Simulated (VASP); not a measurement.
A cell of GaSb (zinc blende) near equilibrium:

```xyz
2
Lattice="0.0000 3.0544 3.0544 3.0544 0.0000 3.0544 3.0544 3.0544 0.0000" Properties=species:S:1:pos:R:3 pbc="T T T"
Ga     0.0000     0.0000     0.0000
Sb     1.5272     1.5272     1.5272
```

These are PBEsol GGA, VASP's PBE PAW potentials (set 64) (plane waves; VASP) values and carry that method's errors.

| run | ΔE (meV/atom) | σxx | σyy | σzz | largest shear component, with its sign (GPa) |
|---|---|---|---|---|---|
| as it is | 0.0 | 0.14 | 0.14 | 0.14 | 0.00 |
| after one change | 0.2 | -0.43 | -0.43 | -0.22 | 0.00 |
Stress is in GPa, positive when the cell is compressed.

### Question
Which change was made?
(A) isotropic strain of -4.0 %
(B) biaxial strain of -1.5 % in the xz plane
(C) biaxial strain of +0.5 % in the xy plane
(D) isotropic strain of +2.0 %

### Answer
C, biaxial strain of +0.5 % in the xy plane

The compound is GaSb in the zinc blende structure.
